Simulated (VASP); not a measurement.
Data:

```xyz
2
Lattice="0.0000 1.7867 1.7867 1.7867 0.0000 1.7867 1.7867 1.7867 0.0000" Properties=species:S:1:pos:R:3 pbc="T T T"
C      0.0000     0.0000     0.0000
C      0.8934     0.8934     0.8934
```

All values below come from Hartree-Fock, VASP's PBE PAW potentials (set 64) (plane waves; VASP). Numerical set-up: 520 eV cut-off, 10×10×10 Γ-centred mesh, Gaussian smearing of 0.050 eV, potentials C.

Problem. Give the energies of bands 2 to 4 at the high-symmetry points, in eV from the valence-band maximum.

Solution. 
```tsv
band	Γ	X	U	L	W
2	0.00	-17.70	-16.28	-17.86	-16.81
3	0.00	-8.33	-12.04	-3.74	-10.75
4	0.00	-8.33	-7.09	-3.74	-10.75
```

The gap is indirect, 12.55 eV, from the valence maximum at Γ to the conduction minimum at Γ-X at 0.70.

The compound is C in the diamond structure. It was relaxed first. The cell's shape comes from a PBE relaxation.
